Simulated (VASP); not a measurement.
Given:

```yaml
crystal:
  lattice:
    - [-1.54639, 1.54639, 1.54639]
    - [1.54639, -1.54639, 1.54639]
    - [1.54639, 1.54639, -1.54639]
  atoms:
    - { symbol: W, position: [0.00000, 0.00000, 0.00000] }
```

Computed with PBEsol GGA, VASP's PBE PAW potentials (set 64) (plane waves; VASP 6.6.1). Run with 520 eV cut-off, 16×16×16 Γ-centred mesh, first-order Methfessel-Paxton smearing of 0.10 eV, potentials W_sv.

Unless said otherwise, spin-orbit coupling is left out, though it shifts the bands of the heavy elements here.

Q: Estimate the energy per atom (σ→0), pressure, band gap (on the k-mesh) with the smallest direct gap where there is one.

A: 
The band gap (on the k-mesh) comes out as none (metal, semimetal or under 0.01 eV) and the energy per atom (σ→0) is -13.747 eV/atom. The pressure is 222.9 kbar.

The compound is W in the bcc structure. This cell is one point of a volume scan, at 0.94 of the reference volume.
